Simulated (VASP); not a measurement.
CsLi3P2, 6 atoms in the cell. The structure is trigonal, space group R-3m (No. 166). Conventional cell: a = 7.149 Å, b = 7.149 Å, c = 9.414 Å, α = 90.00°, β = 90.00°, γ = 120.00°. Around Cs (site symmetry -3m) lie 2 P at 2.57 Å. Li (site symmetry 2/m) has 2 P at 2.14 Å as nearest neighbours. P (site symmetry 3m) has 3 Li at 2.14 Å as nearest neighbours. The cell was built by a generator and needn't be a form met in nature. The cell isn't the ideal one: random cell by space group and Wyckoff sites (R-3m, No. 166).

| Quantity | Value |
| --- | --- |
| Program | VASP 6.6.1 |
| Task | single point |
| Functional | PBE |
| Potentials or basis | VASP PAW PBE potentials, release 64 (Cs_sv, Li_sv, P) |
| Cutoff | 520 eV |
| k mesh | 3 × 3 × 3 |
| Occupations | gaussian, width 0.1 eV |
| Spin | no spin polarisation |
| Dipole correction | no |
| Further INCAR settings | ALGO = Normal; EDIFF = 1e-06; NBANDS = 23 |

Potentials or basis: VASP PAW PBE potentials, release 64 (Cs_sv, Li_sv, P).

The run is started by

```sh
$ cat potpaw_PBE.64/Cs_sv/POTCAR potpaw_PBE.64/Li_sv/POTCAR potpaw_PBE.64/P/POTCAR > POTCAR
$ mpirun -np 1 vasp_std > vasp.out
```

Hardware: 1 thread of Intel(R) Xeon(R) Platinum 8488C (Sapphire Rapids), with other jobs on the host.

**Question.** How long does it take, and how much memory?

**Answer.** Run time: 22 s on 1 thread of Intel(R) Xeon(R) Platinum 8488C (Sapphire Rapids) (shared host), peak memory 0.23 GiB. Counts: scf iterations 14, k points 6.
